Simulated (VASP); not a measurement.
The system is Bi.

```
Bi
1.0
     2.26750    1.30914    3.93800
    -2.26750    1.30914    3.93800
     0.00000   -2.61828    3.93800
Bi
2
Direct
  0.23400 0.23400 0.23400
  0.76600 0.76600 0.76600
```

```yaml
Program: VASP 6.6.1
Task: relaxation of cell and atoms
Functional: PBEsol
Potentials_or_basis: VASP PAW PBE potentials, release 64 (Bi_d)
Cutoff: 300 eV
k_mesh: 12 × 12 × 12
Occupations: gaussian, width 0.1 eV
Spin: no spin polarisation
```

At the start: pressure -0.7 GPa; volume 35.07 Å³/atom.

Question: Where does the relaxation end?

Answer: Over 12 steps the energy falls by 6.0 meV/atom and the volume is 33.92 Å³/atom (-3.3 %); space group R-3m (No. 166, to 0.05 Å).

Step by step:
| step | energy change (eV) | largest force (eV/Å) | pressure (GPa) | volume (Å³) |
| --- | --- | --- | --- | --- |
| 1 | 0.0000 | 0.1590 | -0.72 | 70.14 |
| 2 | -0.0054 | 0.1992 | 0.21 | 68.55 |
| 3 | -0.0054 | 0.2030 | 0.31 | 68.39 |
| 4 | -0.0095 | 0.0960 | 0.16 | 68.18 |
| 5 | -0.0109 | 0.0043 | 0.04 | 67.96 |
| 6 | -0.0115 | 0.0040 | -0.06 | 68.04 |
| 7 | -0.0118 | 0.0038 | -0.17 | 68.13 |
| 8 | -0.0118 | 0.0298 | 0.18 | 67.65 |
| 9 | -0.0119 | 0.0132 | 0.00 | 67.89 |
| 10 | -0.0119 | 0.0134 | 0.01 | 67.89 |
| 11 | -0.0119 | 0.0083 | 0.01 | 67.87 |
| 12 | -0.0119 | 0.0022 | 0.00 | 67.84 |

Final structure:
```
Bi
1.0
     2.25673    1.30292    3.84514
    -2.25673    1.30292    3.84514
     0.00000   -2.60584    3.84514
Bi
2
Direct
  0.23750 0.23750 0.23750
  0.76250 0.76250 0.76250
```

Caveat: the cutoff is under 1.25 times the usual one of these potentials, so pressure, stress and relaxed cells hold a basis-set (Pulay) error; the PAW data sets were made with another functional, which shifts forces and pressure a little.
